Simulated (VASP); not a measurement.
Input:

```
CELL_PARAMETERS angstrom
      0.00000     2.19782     2.19782
      2.19782     0.00000     2.19782
      2.19782     2.19782     0.00000
ATOMIC_POSITIONS crystal
  Al 0.00000 0.00000 0.00000
  N  0.25000 0.25000 0.25000
```

The numbers are results of vdW-DF2, VASP's PBE PAW potentials (set 64) (plane waves; VASP), not measurements. Run with 520 eV cut-off, 10×10×10 Γ-centred mesh, Gaussian smearing of 0.050 eV, potentials Al N.

Task: Give the stress tensor in GPa (positive for a compressed cell).

Result: 
```
5.83  0.00  0.00
0.00  5.83  0.00
0.00  0.00  5.83
```
The pressure is its mean diagonal, 5.83 GPa.

The compound is AlN in the zinc blende structure, a metastable form; wurtzite is the usual one. This cell is one point of a volume scan, at 0.97 of the reference volume.
